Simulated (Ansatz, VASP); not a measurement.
## Cross-check of Si2Mo (Si2Mo (I4/mmm)) between VASP and Ansatz

One calculation is typed for both programs; each brings its own data sets. How far apart do they land? The cell is taken from a series of runs on this material, whose earlier steps may have relaxed, scaled, displaced or heated it; both programs get it as it stands.

Program: Ansatz 0.2.0. Level of theory: plane waves, with VASP 6.6.1 beside it; relaxation of cell and atoms at r2SCAN. Results are calculated unless marked as measured.

### 1. Set-up

It takes space group I4/mmm (No. 139, tetragonal). Conventional cell: a = 3.204 Å, b = 3.204 Å, c = 7.816 Å, α = 90.00°, β = 90.00°, γ = 90.00°. Si has 5 Si at 2.57 to 2.63 Å and 5 Mo at 2.61 to 2.62 Å nearest. Mo has 10 Si at 2.61 to 2.62 Å nearest. Farther neighbours are not listed.

### 2. Ansatz: relaxation of cell and atoms, r2SCAN

Ansatz runs on its PAW soft_1 files.

The relaxed volume is the usual yardstick between codes: in a stiff, nearly cubic crystal its relative difference is about their pressure difference at one cell divided by the bulk modulus.

The input, input.yaml:

```yaml
crystal:
  lattice:
    - [-1.6021323, 1.6021323, 3.908096]
    - [1.6021323, -1.6021323, 3.908096]
    - [1.6021323, 1.6021323, -3.908096]
  atoms:
    - { symbol: Si, position: [0.66457063, 0.66457063, 0.0] }
    - { symbol: Si, position: [0.33542937, 0.33542937, 0.0] }
    - { symbol: Mo, position: [0.0, 0.0, 0.0] }
basis:
  ecutwfc: 500
  xc_grid: 2
hamiltonian:
  xc: r2scan
  pseudopotentials: { kind: paw, azcp: { folder: soft_1 } }
kpoints:
  mp_grid: { grid: [17, 17, 17] }
scf:
  occupations: { method: fermi_dirac, width: 0.05 }
  max_iter: 150
output:
  forces: true
  stress: true
relax:
  f_tol: 0.01
  max_steps: 60
  cell: {}
checkpoint:
  write: "../r2scan.run"
  compress: false
  write_wavefunctions: false
  write_every: 100000
```

Launch:

```bash
$ ansatz run input.yaml --threads 4 --pin off --max-ram 6594MiB --backend cpu --events-out ev --progress --plain --runs-dir out
```

Numbers of over 12 decimals in the logs are rounded to 6 here.

What it wrote:

```text
Engine: ansatz 0.2.0, aarch64-unknown-linux-gnu
Pseudopotentials: kind: paw
Pseudopotential: Si, paw, valence charge 4, recommended cutoff 500 eV (meta_gga), soft_1/Si.paw.azcp
Pseudopotential: Mo, paw, valence charge 14, recommended cutoff 500 eV (meta_gga), soft_1/Mo.paw.azcp
Functional definition: r2SCAN
  parameter k0 = 0.174
  parameter k1 = 0.065
  parameter a1 = 4.9479
  exchange = r2scan_x(k0 = k0, k1 = k1, a1 = a1)
  correlation = r2scan_c
Crystal: 3 atoms, lattice volume = 40.126 Å³
Basis set: ecut = 500 eV, 1023 PW (Γ), exchange–correlation on 72×72×72 points (8 copies of the dense FFT grid, shifted against one another)
Bands: 15, of which v1, the nominal top of the filled ones, is band 11 counted from 1 (10 counted from 0)
Symmetry: 16 space group operations
Space group: I4/mmm (ITA 139), of the structure as read, at distance tolerance 3.4e-5 Å
k-points: 405 of 4913
Non-local potential: Si, projectors of the file, l = 0: 2, l = 1: 2, l = 2: 1
Non-local potential: Mo, projectors of the file, l = 0: 3, l = 1: 2, l = 2: 2, l = 3: 1
PAW form: soft (Blöchl's): semilocal exchange-correlation on the pseudo side does not see the compensation charge
PAW frozen core: Si, regenerated for the run's functional (the file was generated under x = pbe(κ = 0.804, μ = 0.219515), c = pbe(β = 0.066725))
PAW frozen core: Mo, regenerated for the run's functional (the file was generated under x = pbe(κ = 0.804, μ = 0.219515), c = pbe(β = 0.066725))
PAW one-centre angular grid: Si, 302 points (default); XC on 160 Gauss nodes
PAW one-centre angular grid: Mo, 590 points (default); XC on 160 Gauss nodes
Initial density: superposition of atomic densities (chi_scale 0.1, normalization cell, long waves kept (reshape's long-wave potential 0.00 eV rms))
Initial wavefunctions: pseudopotential atomic-orbital guess
Functional: x = r2scan, c = r2scan; τ floored in thin density (d = 2e-4 eV/Å³)
SCF iter   1: F=—  HF=-6248.026063 eV  |F-HF|=—  |Δ(HF+E_count)|=         —  Δρ=9.05e-2  dr2=4.83e0  dr2_τ=1.82e-1  ethr=3.10e-3  ⟨swp⟩=6.0  Hψ=37173  notcnv=0
preconditioner: auto → Kerker (q_TF=auto, 2.468 Å⁻¹)  [metal: Δε(μ)=0.030 eV  Ē_g=8.596 eV  σ=0.050 eV  W_gap=0.15  n_scr=10 (ndim 8)  ℏωp=21.9 eV  f_vac=0.000  D(μ)=0.27/eV (n_scr^D=0)]
SCF iter   2: F=—  HF=-6247.155063 eV  |F-HF|=—  |Δ(HF+E_count)|=   8.71e-1  Δρ=3.40e-2  dr2=3.85e-1  dr2_τ=1.07e-1  ethr=3.10e-3  ⟨swp⟩=2.3  Hψ=15160  notcnv=0
SCF iter   3: F=—  HF=-6247.159130 eV  |F-HF|=—  |Δ(HF+E_count)|=   4.07e-3  Δρ=1.56e-2  dr2=7.69e-2  dr2_τ=1.86e-3  ethr=1.75e-3  ⟨swp⟩=2.4  Hψ=10239  notcnv=0
SCF iter   4: F=—  HF=-6247.166560 eV  |F-HF|=—  |Δ(HF+E_count)|=   7.43e-3  Δρ=3.82e-3  dr2=6.86e-3  dr2_τ=4.74e-4  ethr=3.50e-4  ⟨swp⟩=2.9  Hψ=10533  notcnv=0
SCF iter   5: F=—  HF=-6247.166010 eV  |F-HF|=—  |Δ(HF+E_count)|=   5.50e-4  Δρ=3.88e-4  dr2=9.55e-5  dr2_τ=1.09e-5  ethr=3.12e-5  ⟨swp⟩=2.0  Hψ=11072  notcnv=0
SCF iter   6: F=—  HF=-6247.166034 eV  |F-HF|=—  |Δ(HF+E_count)|=   2.39e-5  Δρ=9.62e-5  dr2=4.02e-6  dr2_τ=5.65e-8  ethr=4.34e-7  ⟨swp⟩=2.1  Hψ=9356  notcnv=0
SCF iter   7: F=—  HF=-6247.166042 eV  |F-HF|=—  |Δ(HF+E_count)|=   7.74e-6  Δρ=2.18e-5  dr2=1.80e-7  dr2_τ=7.28e-9  ethr=1.83e-8  ⟨swp⟩=2.0  Hψ=8920  notcnv=0
SCF iter   8: F=-6247.166042 eV  HF=-6247.166042 eV  |F-HF|=8.91e-10  |Δ(HF+E_count)|=   3.21e-7  Δρ=3.00e-6  dr2=3.33e-9  dr2_τ=3.45e-10  ethr=4.55e-10  ⟨swp⟩=4.4  Hψ=19654  notcnv=0
SCF 1 converged in 8 iterations: F = -6247.166042 eV  dr2 = 3.33e-9
  greatest PAW one-centre occupation: 0.999 electrons in one spin orbital (limit 2), on the Mo atom at site 2 (counted from 0), in its partial waves of l = 0
relax step   1: F+E_penalty+E_count = -6247.16604189 eV  Δ(F+E_penalty+E_count) = +0.000e0 eV  max|allowed force component| = 1.924e-2 eV/Å  Δτ_max = 0.0000 Å  P = -0.152 GPa  Ω = 40.126 Å³  (8 SCF iters, dr2 threshold 1.00e-7 eV, accepted)
[...]
relax step   2: F+E_penalty+E_count = -6247.16611535 eV  Δ(F+E_penalty+E_count) = -7.346e-5 eV  max|allowed force component| = 5.287e-3 eV/Å  Δτ_max = 0.0008 Å  P = +0.060 GPa  Ω = 40.077 Å³  energy of the carried Pulay correction = +1.060e-5 eV  (4 SCF iters, dr2 threshold 2.22e-7 eV, accepted)
[...]
relax step   3: F+E_penalty+E_count = -6247.16612597 eV  Δ(F+E_penalty+E_count) = -1.062e-5 eV  max|allowed force component| = 4.045e-3 eV/Å  Δτ_max = 0.0001 Å  P = +0.001 GPa  Ω = 40.090 Å³  energy of the carried Pulay correction = +7.861e-6 eV  (4 SCF iters, dr2 threshold 4.44e-8 eV, accepted)
[...]
relax step   4: F+E_penalty+E_count = -6247.16611830 eV  Δ(F+E_penalty+E_count) = +7.671e-6 eV  max|allowed force component| = 4.033e-3 eV/Å  Δτ_max = 0.0000 Å  P = +0.001 GPa  Ω = 40.090 Å³  stress off target by 1.25e-2 GPa  SCF on the basis re-selected at this cell (its energy is not comparable with the rows above)  (3 SCF iters)
basis re-selected at this cell: Δ(F+E_penalty+E_count) = +7.671e-6 eV, ΔP = -0.000 GPa vs the last step (what re-selecting the basis moved, of the pressure what is left beyond the Pulay correction that the steps carried, after the strain that the cell walked since its last selection, with what the two solves' SCF thresholds leave and, on support functions, any second-order correction that the steps lacked; it is no m [...]
SCF converged after 3 iterations
Free energy (F): -6247.166118 eV
Harris-Foulkes:  -6247.166118 eV  (|F-HF|=1.09e-11)
Internal energy: -6247.164296 eV  (E = F + TS)
E sigma→0 (E₀):  -6247.165207 eV
Entropy (-TS):   -0.001823 eV (-0.608 meV/atom)
Fermi energy:    16.013687 eV
--- Per-component energies (eV) ---
  E_band       = -60.735897
  E_kinetic    = 511.491256
  E_local      = -1124.091461  (includes V_loc(G=0)·N_el)
  E_nonlocal   = 190.656295
  E_hartree    = 429.443509
  E_xc         = -280.314669
  E_vxc        = -353.863415  (∫ρ·V_xc dr)
  E_paw        = -4265.171313  (= ΣΔE_a)
  E_vpaw       = -164.756074  (= ΣTr[D̂ρ^β])
  E_aug_tail   = 0.000045  (compensation charges beyond the density's cutoff)
  E_vtau       = 20.940625  (kinetic-family band-sum trace: ∫τ·v_τ [+ j·A + Jᵃ·Aᵃ] dr)
  E_ewald      = -1708.803889
  E_core_change = -0.374067  (= ΣΔE_core)
  E_smearing   = -0.001823  (= −TS)
  E_closure    = -0.000000  (closes the sum)
  Σ components = -6247.166118   (vs F -6247.166118, Δ=0.00e0)
--- Forces (eV/Å), atoms counted from 1 ---
  atom   1  Si    -0.00000000     0.00000000     0.00403271
  atom   2  Si     0.00000000    -0.00000000    -0.00403271
  atom   3  Mo     0.00000000    -0.00000000     0.00000000
  max |Σ_I F_I| component: 1.39e-17 eV/Å
--- Stress (GPa, compression-positive) ---
        0.008140       0.000000       0.000000
        0.000000       0.008140       0.000000
        0.000000       0.000000      -0.012477
  P = ⅓ Tr σ = 0.0013 GPa (0.013 kbar)
--- Relaxed structure (3 steps of the walk, 3 accepted, 1 SCFs on fresh bases) ---
  F+E_penalty+E_count = -6247.16611830 eV   max|allowed force component| = 4.033e-3 eV/Å   (the final SCF, on the basis selected at the relaxed cell)
  cell:  # Å, volume = 40.0898 Å³
    - [-1.601035, 1.601035, 3.909963]
    - [1.601035, -1.601035, 3.909963]
    - [1.601035, 1.601035, -3.909963]
  atoms:
    - { symbol: Si, position: [0.664674, 0.664674, 0] }
    - { symbol: Si, position: [0.335326, 0.335326, 0] }
    - { symbol: Mo, position: [0, 0, 0] }
```

### 3. VASP: relaxation of cell and atoms, r2SCAN

The same cell, functional, mesh and smearing now go to VASP, with its own data sets.

Lines of VASP's logs that name or quote its potential files are left out, and so is its time.

The input, INCAR:

```
SYSTEM = Si2Mo
PREC = Accurate
ENCUT = 550
EDIFF = 1E-07
NELM = 120
ISMEAR = -1
SIGMA = 0.05
LREAL = .FALSE.
ALGO = Normal
METAGGA = R2SCAN
LASPH = .TRUE.
NBANDS = 17
LORBIT = 11
LWAVE = .FALSE.
LCHARG = .FALSE.
ISIF = 3
IBRION = 2
NSW = 80
EDIFFG = -0.005
GGA_COMPAT = .FALSE.
NELMIN = 4
LMIXTAU = .TRUE.
KPAR = 2
```

The input, POSCAR:

```
Si2Mo
1.0
   -1.6021320000      1.6021320000      3.9080960000
    1.6021320000     -1.6021320000      3.9080960000
    1.6021320000      1.6021320000     -3.9080960000
Si Mo
2 1
Direct
    0.6645706758      0.6645706758      0.0000000000
    0.3354293242      0.3354293242      0.0000000000
    0.0000000000      0.0000000000      0.0000000000
```

The input, KPOINTS:

```
Automatic mesh
0
Gamma
17 17 17
0 0 0
```

Potentials, in the order of the species: Si and Mo_sv (PBE family, release 64).

Launch:

```bash
$ mpirun -np 2 vasp_std
```

What it wrote:

```text
[banner, memory and clock lines left out]
running    2 mpi-ranks, on    1 nodes
 distrk:  each k-point on    1 cores,    2 groups
 distr:  one band on    1 cores,    1 groups

 POSCAR found type information on POSCAR SiMo
 POSCAR found :  2 types and       3 ions
|                                                                             |
|               ----> ADVICE to this user running VASP <----                  |
|                                                                             |
|     You enforced a specific xc type in the INCAR file but a different       |
|     [... a line on the potential file left out ...]
|     I HOPE YOU KNOW WHAT YOU ARE DOING!                                     |
|                                                                             |

 LDA part: xc-table for (None), standard interpolation
 POSCAR, INCAR and KPOINTS ok, starting setup
 FFT: planning ... GRIDC
 FFT: planning ... GRID_SOFT
 FFT: planning ... GRID
 WAVECAR not read
 entering main loop
       N       E                     dE             d eps       ncg     rms          rms(c)
DAV:   1     0.104486113032E+03    0.10449E+03   -0.12102E+04 13770   0.132E+03
DAV:   2    -0.489736265346E+02   -0.15346E+03   -0.15074E+03 17023   0.329E+02
DAV:   3    -0.521572664789E+02   -0.31836E+01   -0.31592E+01 17058   0.428E+01
DAV:   4    -0.521734371886E+02   -0.16171E-01   -0.16163E-01 16981   0.344E+00
DAV:   5    -0.521735422968E+02   -0.10511E-03   -0.10510E-03 17066   0.285E-01    0.247E+01
DAV:   6    -0.451952742248E+02    0.69783E+01   -0.61953E+00 14445   0.229E+01    0.489E+00
DAV:   7    -0.447331269181E+02    0.46215E+00   -0.96008E-01 14606   0.804E+00    0.383E+00
DAV:   8    -0.449836637588E+02   -0.25054E+00   -0.37782E-01 14236   0.482E+00    0.153E+00
DAV:   9    -0.450141030233E+02   -0.30439E-01   -0.40788E-02 15587   0.165E+00    0.465E-01
DAV:  10    -0.450114446528E+02    0.26584E-02   -0.20843E-02 14068   0.140E+00    0.106E-01
DAV:  11    -0.450165083137E+02   -0.50637E-02   -0.52204E-03 14203   0.637E-01    0.651E-02
DAV:  12    -0.450165484786E+02   -0.40165E-04   -0.20705E-04 16728   0.161E-01    0.158E-02
DAV:  13    -0.450166435824E+02   -0.95104E-04   -0.19779E-04 14089   0.158E-01    0.160E-02
DAV:  14    -0.450166059215E+02    0.37661E-04   -0.25607E-05 14334   0.560E-02    0.101E-02
DAV:  15    -0.450166165996E+02   -0.10678E-04   -0.58868E-06 14483   0.257E-02    0.227E-03
DAV:  16    -0.450166131215E+02    0.34781E-05   -0.58458E-07 16363   0.769E-03    0.111E-03
DAV:  17    -0.450166148421E+02   -0.17206E-05   -0.37046E-07 14100   0.657E-03    0.529E-04
DAV:  18    -0.450166146278E+02    0.21425E-06   -0.93517E-08  7718   0.312E-03    0.507E-04
DAV:  19    -0.450166149932E+02   -0.36540E-06   -0.14602E-08  7107   0.116E-03    0.150E-04
DAV:  20    -0.450166148756E+02    0.11768E-06   -0.18854E-09  7098   0.513E-04    0.455E-05
DAV:  21    -0.450166149681E+02   -0.92597E-07   -0.65164E-10  7060   0.259E-04
   1 F= -.45016615E+02 E0= -.45015712E+02  d E =-.450166E+02
[...]
2 F= -.45016606E+02 E0= -.45015692E+02  d E =0.868577E-05
[...]
3 F= -.45016671E+02 E0= -.45015762E+02  d E =-.555398E-04
[...]
4 F= -.45016679E+02 E0= -.45015767E+02  d E =-.830377E-05
 trial-energy change:   -0.000008  1 .order   -0.000008   -0.000027    0.000010
 step:   0.6450(harm=  0.6450)  dis= 0.00044  next Energy=   -45.016680 (dE=-0.965E-05)
 bond charge predicted
       N       E                     dE             d eps       ncg     rms          rms(c)
DAV:   1    -0.450166877946E+02   -0.90040E-05   -0.19998E-04 14448   0.142E-01    0.304E-02
DAV:   2    -0.450166813836E+02    0.64110E-05   -0.47702E-05 14223   0.526E-02    0.696E-03
DAV:   3    -0.450166806525E+02    0.73114E-06   -0.28182E-06 14907   0.102E-02    0.331E-03
DAV:   4    -0.450166803911E+02    0.26141E-06   -0.45614E-07 15141   0.544E-03    0.170E-03
DAV:   5    -0.450166802698E+02    0.12123E-06   -0.17409E-07  7776   0.413E-03    0.120E-03
DAV:   6    -0.450166801211E+02    0.14875E-06   -0.26518E-07 13104   0.439E-03    0.329E-04
DAV:   7    -0.450166801898E+02   -0.68703E-07   -0.31464E-08  6937   0.158E-03
   5 F= -.45016680E+02 E0= -.45015769E+02  d E =-.968184E-05
 curvature:  -0.36 expect dE=-0.914E-06 dE for cont linesearch -0.948E-09
 trial: gam= 0.10463 g(F)=  0.894E-06 g(S)=  0.163E-05 ort =-0.296E-06 (trialstep = 0.846E+00)
 search vector abs. value=  0.283E-05
 reached required accuracy - stopping structural energy minimisation
```

From OUTCAR (step 3):

```text
ion  position               nearest neighbor table
   1  0.665  0.665  0.000-   2 2.57   3 2.61   3 2.61   3 2.61   3 2.61   3 2.62   2 2.63   2 2.63
                             2 2.63   2 2.63
   2  0.335  0.335  0.000-   1 2.57   3 2.61   3 2.61   3 2.61   3 2.61   3 2.62   1 2.63   1 2.63
                             1 2.63   1 2.63
   3  0.000  0.000  0.000-   1 2.61   1 2.61   1 2.61   2 2.61   1 2.61   2 2.61   2 2.61   2 2.61
                             1 2.62   2 2.62

  LATTYP: Found a body centered tetragonal cell.
 ALAT       =     3.2042640000
 C/A-ratio  =     2.4393096199

 Subroutine GETGRP returns: Found 16 space group operations
 (whereof 16 operations were pure point group operations)

The static configuration has the point symmetry D_4h.

 Found    405 irreducible k-points:

   k-points           NKPTS =    405   k-points in BZ     NKDIM =    405   number of bands    NBANDS=     17

   dimension x,y,z NGX =    36 NGY =   36 NGZ =   36
   dimension x,y,z NGXF=    72 NGYF=   72 NGZF=   72

   ENCUT  =  550.0 eV  40.42 Ry    6.36 a.u.   8.64  8.64  8.64*2*pi/ulx,y,z

   NELECT =      22.0000    total number of electrons

 k-points in reciprocal lattice and weights: Automatic mesh
   0.00000000  0.00000000  0.00000000       0.000
   0.05882353 -0.00000000  0.00000000       0.002
   0.11764706 -0.00000000  0.00000000       0.002
   0.17647059 -0.00000000  0.00000000       0.002
   0.23529412 -0.00000000  0.00000000       0.002
   0.29411765  0.00000000  0.00000000       0.002
   0.35294118  0.00000000  0.00000000       0.002
   0.41176471 -0.00000000  0.00000000       0.002
   0.47058824 -0.00000000  0.00000000       0.002
[...]
-0.47058824  0.47058824  0.47058824       0.001
  -0.47058824 -0.47058824  0.47058824       0.000

 average (electrostatic) potential at core
       1 -80.4423       2 -80.4423       3 -74.2418

 E-fermi :  12.2807

 k-point     1 :       0.0000    0.0000    0.0000
  band No.  band energies     occupation
    ...
      6       5.5075      2.00000
      7       8.8126      2.00000
      8       9.1668      2.00000
      9       9.4699      2.00000
     10       9.4699      2.00000
     11      12.6221      0.00216
     12      15.6940      0.00000
     13      15.7364      0.00000
     14      15.9344      0.00000
     15      15.9344      0.00000
    ...

 k-point     2 :       0.0588   -0.0000    0.0000
  band No.  band energies     occupation
    ...
      6       5.5136      2.00000
      7       8.5110      2.00000
      8       9.1702      2.00000
      9       9.5145      2.00000
     10       9.6533      2.00000
     11      12.4072      0.14746
     12      15.4163      0.00000
     13      15.6049      0.00000
     14      15.8609      0.00000
     15      16.1660      0.00000
    ...

 k-point     3 :       0.1176   -0.0000    0.0000
  band No.  band energies     occupation
    ...
      7       7.9646      2.00000
      8       9.1565      2.00000
      9       9.6450      2.00000
     10       9.8858      2.00000
     11      11.9207      1.99851
     12      14.8201      0.00000
     13      15.1100      0.00000
     14      16.2724      0.00000
     15      16.5976      0.00000
     16      17.2342      0.00000
    ...

  Total        0.0064721      0.0064721     -0.0041696      0.0000000     -0.0000000      0.0000000
  in kB        0.2583075      0.2583075     -0.1664143      0.0000000     -0.0000000      0.0000000
  external PRESSURE =       0.1167336 kB  Pullay stress =       0.0000000 kB

  energy-cutoff  :      550.00
  volume of cell :       40.14
      direct lattice vectors                 reciprocal lattice vectors
    -1.601867035  1.601867035  3.911136740     0.000000000  0.312135770  0.127840071
     1.601867035 -1.601867035  3.911136740     0.312135770  0.000000000  0.127840071
     1.601867035  1.601867035 -3.911136740     0.312135770  0.312135770  0.000000000

 POSITION                                       TOTAL-FORCE (eV/Angst)
 -----------------------------------------------------------------------------------
      0.00000      0.00000      5.19950         0.000000      0.000000      0.003044
      0.00000      0.00000      2.62277        -0.000000     -0.000000     -0.003044
      0.00000      0.00000      0.00000         0.000000      0.000000      0.000000
 -----------------------------------------------------------------------------------
    total drift:                                0.000000     -0.000000     -0.000000

  FREE ENERGIE OF THE ION-ELECTRON SYSTEM (eV)
  ---------------------------------------------------
  free  energy   TOTEN  =       -45.0166801898 eV

  energy  without entropy=      -45.0148582769  energy(sigma->0) =      -45.01576923

 reached required accuracy - stopping structural energy minimisation

 total charge
# of ion       s       p       d       tot
------------------------------------------
    1        0.730   0.891   0.000   1.622
    2        0.730   0.891   0.000   1.622
    3        2.282   6.215   4.162  12.659
--------------------------------------------------
tot          3.742   7.998   4.162  15.902

[... 3 further parts left out ...]
```

The run keeps the 16 symmetry operations of its start, so it cannot find a distortion of lower symmetry.

### 4. Side by side

Known differences besides the potentials themselves: VASP keeps PBE cores, Ansatz makes them for the functional; the cutoff is 500 eV in Ansatz and 550 eV in VASP; Ansatz adds a Pulay correction to the stress that steers its cell, VASP none. Total energies have different zeros and are not compared.

Both answers:

| quantity | Ansatz | VASP | difference |
| --- | --- | --- | --- |
| volume (Å³) | 40.09 | 40.14 | -0.13 % |
| edge a after relaxation, in the typed setting (Å) | 4.518 | 4.520 | -0.04 % |

### 5. What came out

| Quantity | Value |
| --- | --- |
| difference in volume (relaxation of cell and atoms, r2SCAN) | -0.13 % |

What this shows: The difference in volume is -0.13 % (relaxation of cell and atoms, r2SCAN), within the 1.2 % picked in this series as the mark of a large difference, as far as the stopping tolerances let one tell. How closely two codes agree says nothing of how well the functional describes the real material.

[Lines on the potential files, build, host, timing and source positions are cut from VASP's logs without a mark.]

[Logs are printed without paths, hosts, clocks, repeated set-up lines and the standing remarks that a program may print on its own settings, such as how far it seeks lower states.]

[Hosts, paths, dates, database ids (printed as entryN), source tags and the programs' standing remarks are cut or masked in the printed files.]
